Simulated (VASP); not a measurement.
An input for Ansatz (written as the equivalent of a VASP run, and not itself run):

Ansatz 0.2 input:
```yaml
crystal:
  lattice:
    - [-1.7799000, 1.7799000, 1.7799000]
    - [1.7799000, -1.7799000, 1.7799000]
    - [1.7799000, 1.7799000, -1.7799000]
  atoms:
    - { symbol: Li, position: [0.0000000, 0.0000000, 0.0000000] }
kpoints:
  mp_grid: { grid: [13, 13, 13] }
hamiltonian:
  xc: pbe
  pseudopotentials: { kind: paw }
scf:
  occupations: { method: methfessel_paxton, width: 0.1 }
  max_iter: 100
output: { forces: true, stress: true, eigenvalues: true }
```

Task: Write the VASP files for the same calculation (PBE).

Result: One answer among several that fit: 
File POSCAR:
```
Li
1.0
 -1.7799000000   1.7799000000   1.7799000000
  1.7799000000  -1.7799000000   1.7799000000
  1.7799000000   1.7799000000  -1.7799000000
Li
1
Cartesian
  0.0000000000   0.0000000000   0.0000000000
```

KPOINTS:
```
Automatic mesh
0
Gamma
13 13 13
0 0 0
```

**INCAR**
```
SYSTEM  =  Li
PREC  =  Accurate; ENCUT  =  625; LREAL  =  F
LASPH  =  T
EDIFF  =  1E-6; NELM  =  100; ALGO  =  Normal
ISMEAR  =  1; SIGMA  =  0.1
GGA  =  PE
ISIF  =  2
LWAVE  =  F; LCHARG  =  F
```

POTCAR, in this order: Li_sv (PBE.64 set). Program: vasp_std.

The two are equivalent in intent, not identical: each code has its own PAW files, so the cut-off isn't converted (ENCUT is set for VASP's; basis.ecutwfc is left out, and Ansatz then takes the one that its files recommend); Ansatz stops its SCF on the density residual and VASP on the energy change (EDIFF).

The compound is Li in the bcc structure. The cell was not relaxed at this level. The run is one of a series of settings (ENCUT = 625 against the base run), some of them coarse on purpose.
